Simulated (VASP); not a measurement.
Level of theory: r2SCAN meta-GGA, VASP's PBE PAW potentials (set 64) (plane waves; VASP).

The input files of a VASP run:

KPOINTS_OPT:
```
k-points along high-symmetry lines
10
Line-mode
Reciprocal
  0.000000   0.000000   0.000000 ! GAMMA
  0.000000   0.500000   0.000000 ! X

  0.000000   0.500000   0.000000 ! X
  0.500000   0.500000   0.000000 ! M

  0.500000   0.500000   0.000000 ! M
  0.000000   0.000000   0.000000 ! GAMMA

  0.000000   0.000000   0.000000 ! GAMMA
  0.500000   0.500000   0.500000 ! R

  0.500000   0.500000   0.500000 ! R
  0.000000   0.500000   0.000000 ! X

  0.500000   0.500000   0.500000 ! R
  0.500000   0.500000   0.000000 ! M
```

### POSCAR
```
Ce
1.0
  2.8683221072   0.0000000000   0.0000000000
  0.0000000000   2.8683221072   0.0000000000
  0.0000000000   0.0000000000   2.8683221072
Ce
1
direct
  0.0000000000   0.0000000000   0.0000000000
```

### KPOINTS
```
Automatic
0
gamma
 14 14 14
0 0 0
```

INCAR:
```
ALGO = Normal
EDIFF = 1E-7
ENCUT = 400
ISIF = 2
ISMEAR = -5
LASPH = .TRUE.
LCHARG = .FALSE.
LMAXMIX = 6
LMIXTAU = .TRUE.
LORBIT = 11
LREAL = .FALSE.
LWAVE = .FALSE.
METAGGA = R2SCAN
NEDOS = 601
NELM = 100
PREC = Accurate
SYSTEM = Ce
```

POTCAR, in this order: Ce (PBE.64 set). Program: vasp_std.

Output

### OUTCAR
```
 ion  position               nearest neighbor table
   1  0.000  0.000  0.000-
  LATTYP: Found a simple cubic cell.
 ALAT       =     2.8683221072
 Subroutine PRICEL returns:
 Original cell was already a primitive cell.
 Subroutine GETGRP returns: Found 48 space group operations
The static configuration has the point symmetry O_h .
The dynamic configuration has the point symmetry O_h .
 Subroutine INISYM returns: Found 48 space group operations
 Subroutine IBZKPT returns following result:
 Found    120 irreducible k-points:

 Following reciprocal coordinates:
            Coordinates               Weight
  0.000000  0.000000  0.000000      1.000000
  0.071429  0.000000  0.000000      6.000000
  0.142857  0.000000  0.000000      6.000000
  0.214286  0.000000  0.000000      6.000000
  0.285714  0.000000  0.000000      6.000000
  0.357143  0.000000  0.000000      6.000000
  0.428571  0.000000  0.000000      6.000000
  0.500000  0.000000  0.000000      3.000000
  0.071429  0.071429  0.000000     12.000000
  0.142857  0.071429  0.000000     24.000000
  0.214286  0.071429  0.000000     24.000000
  0.285714  0.071429  0.000000     24.000000
  0.357143  0.071429  0.000000     24.000000
  0.428571  0.071429  0.000000     24.000000
  0.500000  0.071429  0.000000     12.000000
  0.142857  0.142857  0.000000     12.000000
  0.214286  0.142857  0.000000     24.000000
  0.285714  0.142857  0.000000     24.000000
  0.357143  0.142857  0.000000     24.000000
  0.428571  0.142857  0.000000     24.000000
  0.500000  0.142857  0.000000     12.000000
  0.214286  0.214286  0.000000     12.000000
  0.285714  0.214286  0.000000     24.000000
  0.357143  0.214286  0.000000     24.000000
  0.428571  0.214286  0.000000     24.000000
...
```

OSZICAR:
```
       N       E                     dE             d eps       ncg     rms          rms(c)
DAV:   1     0.663068329179E+02    0.66307E+02   -0.45906E+03  2408   0.134E+03
DAV:   2    -0.290044483941E+02   -0.95311E+02   -0.93370E+02  3360   0.215E+02
DAV:   3    -0.344648525766E+02   -0.54604E+01   -0.52816E+01  3088   0.719E+01
DAV:   4    -0.347159792043E+02   -0.25113E+00   -0.24880E+00  4310   0.130E+01
DAV:   5    -0.347253700060E+02   -0.93908E-02   -0.93621E-02  4058   0.247E+00    0.201E+01
DAV:   6    -0.301658383398E+02    0.45595E+01   -0.79642E+00  3428   0.242E+01    0.420E+00
DAV:   7    -0.305795004250E+02   -0.41366E+00   -0.30497E+00  3604   0.156E+01    0.694E+00
DAV:   8    -0.304545972134E+02    0.12490E+00   -0.59492E-01  3650   0.739E+00    0.514E-01
DAV:   9    -0.304598080881E+02   -0.52109E-02   -0.11283E-01  3774   0.311E+00    0.877E-01
DAV:  10    -0.304904698254E+02   -0.30662E-01   -0.48398E-02  3116   0.145E+00    0.282E-01
DAV:  11    -0.304905204548E+02   -0.50629E-04   -0.89911E-03  4384   0.789E-01    0.121E-01
DAV:  12    -0.304904221052E+02    0.98350E-04   -0.21302E-04  3816   0.131E-01    0.979E-02
DAV:  13    -0.304908952694E+02   -0.47316E-03   -0.14527E-03  3804   0.387E-01    0.828E-02
DAV:  14    -0.304908950055E+02    0.26387E-06   -0.45331E-05  3680   0.621E-02    0.662E-02
DAV:  15    -0.304908736007E+02    0.21405E-04   -0.17010E-05  3936   0.357E-02    0.576E-02
DAV:  16    -0.304908522432E+02    0.21357E-04   -0.12190E-04  3820   0.107E-01    0.178E-02
DAV:  17    -0.304908446847E+02    0.75585E-05   -0.12268E-05  4274   0.330E-02    0.476E-03
DAV:  18    -0.304908458971E+02   -0.12123E-05   -0.83408E-07  3106   0.103E-02    0.218E-03
DAV:  19    -0.304908446349E+02    0.12622E-05   -0.73085E-07  3174   0.902E-03    0.633E-04
DAV:  20    -0.304908442834E+02    0.35149E-06   -0.96086E-08  2080   0.341E-03    0.874E-04
DAV:  21    -0.304908443957E+02   -0.11234E-06   -0.19757E-08  1698   0.179E-03    0.207E-04
DAV:  22    -0.304908442547E+02    0.14107E-06   -0.22388E-08  1696   0.186E-03    0.612E-04
DAV:  23    -0.304908442895E+02   -0.34821E-07   -0.96116E-09  1638   0.137E-03
   1 F= -.30490844E+02 E0= -.30490844E+02  d E =0.000000E+00
       N       E                     dE             ncg
```

**OUTCAR**
```
------------------------ aborting loop because EDIFF is reached ----------------------------------------
  FORCE on cell =-STRESS in cart. coord.  units (eV):
  Direction    XX          YY          ZZ          XY          YZ          ZX
  --------------------------------------------------------------------------------------
  Total        0.1722864      0.1722864      0.1722864     -0.0000000      0.0000000     -0.0000000
  in kB       11.6970921     11.6970921     11.6970921     -0.0000000      0.0000000     -0.0000000
  external PRESSURE =      11.6970921 kB  Pullay stress =       0.0000000 kB
  volume of cell :       23.60
      direct lattice vectors                 reciprocal lattice vectors
     2.868322107  0.000000000  0.000000000     0.348635879  0.000000000  0.000000000
     0.000000000  2.868322107  0.000000000     0.000000000  0.348635879  0.000000000
     0.000000000  0.000000000  2.868322107     0.000000000  0.000000000  0.348635879
 POSITION                                       TOTAL-FORCE (eV/Angst)
 -----------------------------------------------------------------------------------
      0.00000      0.00000      0.00000         0.000000      0.000000      0.000000
 -----------------------------------------------------------------------------------
    total drift:                               -0.000000      0.000000     -0.000000
  FREE ENERGIE OF THE ION-ELECTRON SYSTEM (eV)
  ---------------------------------------------------
  free  energy   TOTEN  =       -30.4908442895 eV

  energy  without entropy=      -30.4908442895  energy(sigma->0) =      -30.49084429

 total charge

# of ion       s       p       d       f       tot
--------------------------------------------------
    1        2.058   5.582   1.578   1.154  10.372
```
(Selected blocks of OUTCAR.)

For a metal the tetrahedron method with Blöchl corrections gives inexact stress and forces.

The structure was generated: Ce was put into the simple-cubic type (Pm-3m), which need not be its known phase. It was relaxed first, which changed the volume by -39 %. The run is not spin-polarised, so no magnetic state was tried.
